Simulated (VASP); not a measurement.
Mg (hcp): the lattice constant a from VASP (plane waves, PAW) at several levels of theory. Static lattice.  The measured value holds thermal and zero-point effects that the static calculation lacks.

```csv
level,lattice constant a (Å),error against measurement
LDA,3.127,-2.6 %
PBE,3.197,-0.4 %
PBEsol,3.177,-1.0 %
r2SCAN,3.172,-1.2 %
```

Measured: 3.209 Å at 293 K (as given by Wikipedia, Magnesium (infobox)).

The cell of the LDA run:

Space group P6₃/mmc (No. 194); a = b = 3.1272 Å, c = 5.0582 Å, α = β = 90.00°, γ = 120.00°

```
atom  site  symmetry       x       y       z
----  ----  --------  ------  ------  ------
Mg      2c      -6m2  0.3333  0.6667  0.2500
```

Only levels that ran to the end are used. Left out are those held back, those with too coarse a band path, GW runs whose mesh misses a band edge, hybrids' fits of cells that aren't cubic and levels without matching references; a question may draw on a part of the rest.

The compound is Mg in the hcp structure.
